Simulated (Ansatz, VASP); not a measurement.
# Cross-check of Ge (Germanium) between VASP and Ansatz, part 2 of 2

One calculation is typed for both programs; each brings its own data sets. How far apart do they land? The cell is taken from a series of runs on this material, whose earlier steps may have relaxed, scaled, displaced or heated it; both programs get it as it stands.

VASP 6.6.1 and Ansatz 0.2.0.

So far: Set-up; VASP: zone-centre phonons, LDA.

### 2. VASP: zone-centre phonons, LDA (continued)

Level of this step: LDA; plane waves and PAW (Ge_d) (VASP).

Numbers of over 12 decimals in the logs are rounded to 6 here.

OUTCAR, selected parts (step 2):

```text
ion  position               nearest neighbor table
   1  0.500  0.500  0.500-   2 2.44   2 2.44   2 2.44   2 2.44
   2  0.750  0.750  0.750-   1 2.44   1 2.44   1 2.44   1 2.44

  LATTYP: Found a body centered tetragonal cell.
 ALAT       =     4.0147403117
 C/A-ratio  =     1.3894467487

 Subroutine GETGRP returns: Found  4 space group operations
 (whereof  2 operations were pure point group operations)

The static configuration has the point symmetry C_1h.
 The point group associated with its full space group is C_2h.

   k-points           NKPTS =   1728   k-points in BZ     NKDIM =   1728   number of bands    NBANDS=     20

   dimension x,y,z NGX =    30 NGY =   30 NGZ =   30
   dimension x,y,z NGXF=    60 NGYF=   60 NGZF=   60

   ENCUT  =  500.0 eV  36.75 Ry    6.06 a.u.   7.26  7.26  7.32*2*pi/ulx,y,z

   NELECT =      28.0000    total number of electrons

 k-points in reciprocal lattice and weights: Points of the shifted mesh
   0.04166667  0.04166667  0.04166667       0.001
   0.04166667  0.04166667  0.12500000       0.001
   0.04166667  0.04166667  0.20833333       0.001
   0.04166667  0.04166667  0.29166667       0.001
   0.04166667  0.04166667  0.37500000       0.001
   0.04166667  0.04166667  0.45833333       0.001
   0.04166667  0.04166667  0.54166667       0.001
   0.04166667  0.04166667  0.62500000       0.001
   0.04166667  0.04166667  0.70833333       0.001
[...]
0.95833333  0.95833333  0.87500000       0.001
   0.95833333  0.95833333  0.95833333       0.001

 average (electrostatic) potential at core
       1 -75.3568       2 -75.3568

  Total       -0.3538806     -0.3538806      0.0067479     -0.0018755     -0.0025480     -0.0025481
  in kB      -12.6119722    -12.6119722      0.2404889     -0.0668407     -0.0908099     -0.0908106
  external PRESSURE =      -8.3278185 kB  Pullay stress =       0.0000000 kB

  energy-cutoff  :      500.00
  volume of cell :       44.96
      direct lattice vectors                 reciprocal lattice vectors
     0.000000000  2.838850099  2.789133936    -0.176127651  0.176127651  0.179267117
     2.838850099  0.000000000  2.789133936     0.176127651 -0.176127651  0.179267117
     2.838850099  2.838850099  0.000000000     0.176127651  0.176127651 -0.179267117

 POSITION                                       TOTAL-FORCE (eV/Angst)
 -----------------------------------------------------------------------------------
      2.83867      2.83867      2.78900         0.000196      0.000196      0.000097
      4.25846      4.25846      4.18383        -0.000196     -0.000196     -0.000097
 -----------------------------------------------------------------------------------
    total drift:                                0.000000     -0.000000      0.000000

 Eigenvectors and eigenvalues of the dynamical matrix
 ----------------------------------------------------

   1 f  =    8.737927 THz    54.902014 2PiTHz  291.465871 cm-1    36.137146 meV
             X         Y         Z           dx          dy          dz
      2.838670  2.838670  2.789003     0.490955    0.490955   -0.133893
      4.258455  4.258455  4.183832    -0.490955   -0.490955    0.133893

   2 f  =    8.733476 THz    54.874049 2PiTHz  291.317409 cm-1    36.118739 meV
             X         Y         Z           dx          dy          dz
      2.838670  2.838670  2.789003     0.094676    0.094676    0.694315
      4.258455  4.258455  4.183832    -0.094676   -0.094676   -0.694315

   3 f  =    8.733219 THz    54.872430 2PiTHz  291.308813 cm-1    36.117673 meV
             X         Y         Z           dx          dy          dz
      2.838670  2.838670  2.789003    -0.500000    0.500000    0.000000
      4.258455  4.258455  4.183832     0.500000   -0.500000   -0.000000

   4 f  =    0.000000 THz     0.000001 2PiTHz    0.000006 cm-1     0.000001 meV
             X         Y         Z           dx          dy          dz
      2.838670  2.838670  2.789003    -0.037826   -0.668683    0.226788
      4.258455  4.258455  4.183832    -0.037826   -0.668683    0.226788

   5 f  =    0.000000 THz     0.000001 2PiTHz    0.000004 cm-1     0.000000 meV
             X         Y         Z           dx          dy          dz
      2.838670  2.838670  2.789003    -0.021330   -0.225927   -0.669703
      4.258455  4.258455  4.183832    -0.021330   -0.225927   -0.669703

   6 f/i=    0.000000 THz     0.000001 2PiTHz    0.000003 cm-1     0.000000 meV
             X         Y         Z           dx          dy          dz
      2.838670  2.838670  2.789003     0.705772   -0.042666   -0.008085
      4.258455  4.258455  4.183832     0.705772   -0.042666   -0.008085

 ELASTIC MODULI CONTR FROM IONIC RELAXATION (kBar)
 Direction    XX          YY          ZZ          XY          YZ          ZX
 --------------------------------------------------------------------------------
 XX          -0.0177     -0.0090     -0.0082      0.1955      1.9463      0.3547
 YY          -0.0090     -0.0177     -0.0082     -0.0511      0.6795      1.8688
 ZZ          -0.0082     -0.0082     -0.0182      1.7928      0.5945      0.7881
 XY           0.1955     -0.0511      1.7928   -235.1382      2.6594      1.0463
 YZ           1.9463      0.6795      0.5945      2.6594   -224.0306      2.0388
 ZX           0.3547      1.8688      0.7881      1.0463      2.0388   -224.3998
 --------------------------------------------------------------------------------
```

### 3. Ansatz: zone-centre phonons, LDA

Ansatz runs on its PAW soft_1 files.

The same cell, functional (in two slightly different forms), mesh and smearing now go to Ansatz, which takes its cutoff from its data sets.

input.yaml reads:

```yaml
crystal:
  lattice:
    - [0.0, 2.8388500991, 2.7891339364]
    - [2.8388500991, 0.0, 2.7891339364]
    - [2.8388500991, 2.8388500991, 0.0]
  atoms:
    - { symbol: Ge, position: [0.4999765368, 0.4999765368, 0.4999600245] }
    - { symbol: Ge, position: [0.7500234632, 0.7500234632, 0.7500399755] }
kpoints:
  mp_grid: { grid: [12, 12, 12], shift: [0.5, 0.5, 0.5] }
hamiltonian:
  xc: lda
  pseudopotentials: { kind: paw, azcp: { folder: soft_1 }, xc_functional: pbe }
scf:
  occupations: { method: gaussian, width: 0.015 }
output:
  eigenvalues: true
phonons:
  method: dfpt
```

The run is started by

```console
$ ansatz run input.yaml --threads 4 --pin off --max-ram 10240MiB --backend cpu --events-out ev --progress --plain --runs-dir out
```

Output:

```text
Engine: ansatz 0.2.0, aarch64-unknown-linux-gnu
Pseudopotentials: kind: paw
Pseudopotential: Ge, paw, valence charge 14, recommended cutoff 420 eV (normal), soft_1/Ge.paw.azcp
Functional definition: SPW92
  exchange = slater_x
  correlation = pw_c
Crystal: 2 atoms, lattice volume = 44.956 Å³
Basis set: ecut = 420 eV, 893 PW (Γ), exchange–correlation on 64×64×64 points (8 copies of the dense FFT grid, shifted against one another)
Bands: 18, of which v1, the nominal top of the filled ones, is band 14 counted from 1 (13 counted from 0)
Symmetry: 4 space group operations
k-points: 864 of 1728 (irreducible under 1 space group operation, time reversal used)
Non-local potential: Ge, projectors of the file, l = 0: 2, l = 1: 2, l = 2: 3, l = 3: 1
PAW form: soft (Blöchl's): semilocal exchange-correlation on the pseudo side does not see the compensation charge
PAW frozen core: Ge, regenerated for the run's functional, and the local potential with it (the file was generated under x = pbe(κ = 0.804, μ = 0.219515), c = pbe(β = 0.066725))
PAW one-centre angular grid: Ge, 590 points (default); XC on 64 Gauss nodes
Initial density: superposition of atomic densities (chi_scale 0.1, normalization cell)
Initial wavefunctions: pseudopotential atomic-orbital guess
Functional: x = slater, c = lda
SCF iter   1: F=—  HF=-8431.585159 eV  |F-HF|=—  |Δ(HF+E_count)|=         —  Δρ=3.48e-2  dr2=4.99e-1  ethr=3.10e-3  ⟨swp⟩=6.0  Hψ=72389  notcnv=0
preconditioner: auto → none  [insulator: Δε(μ)=0.216 eV  Ē_g=23.432 eV  σ=0.015 eV  W_gap=1.00  n_scr=14 (ndim 8)  ℏωp=29.3 eV  f_vac=0.000  D(μ)=0.00/eV (n_scr^D=0)  ε∞_Penn≈2.6]
SCF iter   2: F=—  HF=-8431.466391 eV  |F-HF|=—  |Δ(HF+E_count)|=   1.19e-1  Δρ=1.59e-2  dr2=8.24e-2  ethr=1.78e-3  ⟨swp⟩=2.0  Hψ=25916  notcnv=0
SCF iter   3: F=—  HF=-8431.451543 eV  |F-HF|=—  |Δ(HF+E_count)|=   1.48e-2  Δρ=2.23e-3  dr2=5.71e-4  ethr=2.94e-4  ⟨swp⟩=2.0  Hψ=22510  notcnv=0
SCF iter   4: F=—  HF=-8431.451719 eV  |F-HF|=—  |Δ(HF+E_count)|=   1.76e-4  Δρ=4.87e-4  dr2=8.52e-5  ethr=2.04e-6  ⟨swp⟩=2.0  Hψ=31072  notcnv=0
SCF iter   5: F=—  HF=-8431.451496 eV  |F-HF|=—  |Δ(HF+E_count)|=   2.23e-4  Δρ=5.30e-5  dr2=8.53e-7  ethr=3.04e-7  ⟨swp⟩=2.0  Hψ=30287  notcnv=0
SCF iter   6: F=—  HF=-8431.451493 eV  |F-HF|=—  |Δ(HF+E_count)|=   3.22e-6  Δρ=3.82e-5  dr2=3.28e-7  ethr=3.05e-9  ⟨swp⟩=2.0  Hψ=27648  notcnv=0
SCF iter   7: F=—  HF=-8431.451493 eV  |F-HF|=—  |Δ(HF+E_count)|=   3.05e-7  Δρ=4.63e-6  dr2=4.36e-9  ethr=1.17e-9  ⟨swp⟩=2.0  Hψ=25920  notcnv=0
SCF iter   8: F=-8431.451493 eV  HF=-8431.451493 eV  |F-HF|=1.82e-12  |Δ(HF+E_count)|=   4.34e-9  Δρ=1.20e-7  dr2=4.11e-12  ethr=1.00e-12  ⟨swp⟩=4.3  Hψ=83237  notcnv=0
SCF 1 converged in 8 iterations: F = -8431.451493 eV  dr2 = 4.11e-12
  greatest PAW one-centre occupation: 0.998 electrons in one spin orbital (limit 2), on the Ge atom at site 1 (counted from 0), in its partial waves of l = 2
DFPT response loops at Γ: preconditioner auto → Kerker (q_TF=auto, 2.521 Å⁻¹) (partly filled bands, converged f_vac=0.059); β = 1.00, the filter's whole step (`scf.mixing.beta` (0.50) is not read by the response loops under this deck's `scf.mixing.preconditioner`; to damp them name `kerker` or `kerker_dos`, under which they read `scf.mixing.beta`, and type it under 1.00, their step now; both keys bind the ground state too); Broyden in place of MSR1
SCF converged after 8 iterations
Free energy (F): -8431.451493 eV
Harris-Foulkes:  -8431.451493 eV  (|F-HF|=1.82e-12)
Internal energy: -8431.451493 eV  (E = F + TS)
E sigma→0 (E₀):  -8431.451493 eV
Entropy (-TS):   -0.000000 eV (-0.000 meV/atom)
Fermi energy:    8.359629 eV
--- Per-component energies (eV) ---
  E_band       = -308.987486
  E_kinetic    = 186.802768
  E_local      = -4500.951860  (includes V_loc(G=0)·N_el)
  E_nonlocal   = 441.927264
  E_hartree    = 2142.643331
  E_xc         = -143.021832
  E_vxc        = -131.503033  (∫ρ·V_xc dr)
  E_paw        = -3868.997041  (= ΣΔE_a)
  E_vpaw       = -590.549396  (= ΣTr[D̂ρ^β])
  E_aug_tail   = 0.000033  (compensation charges beyond the density's cutoff)
  E_ewald      = -2693.670808
  E_core_change = 3.816653  (= ΣΔE_core)
  E_smearing   = -0.000000  (= −TS)
  E_closure    = 0.000000  (closes the sum)
  Σ components = -8431.451493   (vs F -8431.451493, Δ=0.00e0)
--- Band table (eV; the first three rows and the last of 864) ---
  k-point 0: bands = [... 10 lower, -4.5228, 7.5175, 8.2308, 8.3199, 8.8652, 10.8612, 10.9448, 10.9623]
  k-point 1: bands = [... 10 lower, -4.4104, 6.3362, 7.8634, 8.1498, 9.4168, 11.0634, 11.1671, 11.5789]
  k-point 2: bands = [... 10 lower, -4.1316, 4.7907, 7.4085, 7.8192, 9.3542, 11.4745, 11.7489, 12.7177]
  k-point 863: bands = [... 10 lower, -2.4327, 0.6641, 6.6030, 6.9154, 8.6558, 11.9481, 12.1749, 15.4094]
--- Phonons (Γ-DFPT): 2 representative perturbations + reference, on 864 of 1728 k-points (Σ response iterations 6) ---
  k mesh reduced under 1 symmetry operation, with k and −k counted as one. Each operation leaves every solved perturbation unchanged. A smaller set is not used because it would not reduce the number of displacements times k-points to solve
  ASR residual: 8.517e-5 → 0.000e0 eV/Å²; symmetrization residual: 2.869e-6 eV/Å²
  ASR residual per site (eV/Å²): 8.52e-5 8.52e-5
  Γ frequencies (cm⁻¹): 0.00 0.00 0.00 289.28 290.06 290.24
  non-analytic LO–TO correction: not included (Born effective charges unavailable; polar crystals: no LO–TO splitting at Γ)
```

Reading the cycles: dr2 is the Hartree energy of the density residual (eV), the measure of convergence; HF is the Harris–Foulkes estimate of the energy, which meets the free energy F at convergence.

### 4. Side by side

Known differences besides the potentials themselves: the cutoff is 420 eV in Ansatz and 500 eV in VASP; VASP's log shows a relativistic correction to its local exchange, Ansatz's none. Total energies have different zeros and are not compared.

Zone-centre modes by rising frequency (cm⁻¹; imaginary ones negative):

```csv
program,modes
Ansatz,"0.0, 0.0, 0.0, 289.3, 290.1, 290.2"
VASP,"0.0, 0.0, 0.0, 291.3, 291.3, 291.5"
```

The two lists differ in the order or number of single and degenerate modes, so they aren't paired one by one; the r.m.s. figure in the results sets the two lists side by side in order.

### 5. Results

```yaml
r_m_s_difference_of_the_optical_zone_centre_modes_each_program_s_sorted_by_frequency_zone_centre_phonons_lda: 1.5 cm⁻¹
```

The r.m.s. difference of the optical zone-centre modes, each program's sorted by frequency is 1.5 cm⁻¹ (zone-centre phonons, LDA). Such differences can come from data sets, numerical settings and the points named under the comparisons, not from the functional's error against experiment.

[Lines on the potential files, build, host, timing and source positions are cut from VASP's logs without a mark.]

[Logs are printed without paths, hosts, clocks, repeated set-up lines and the standing remarks that a program may print on its own settings, such as how far it seeks lower states.]

[Hosts, paths, dates, database ids (printed as entryN), source tags and the programs' standing remarks are cut or masked in the printed files.]
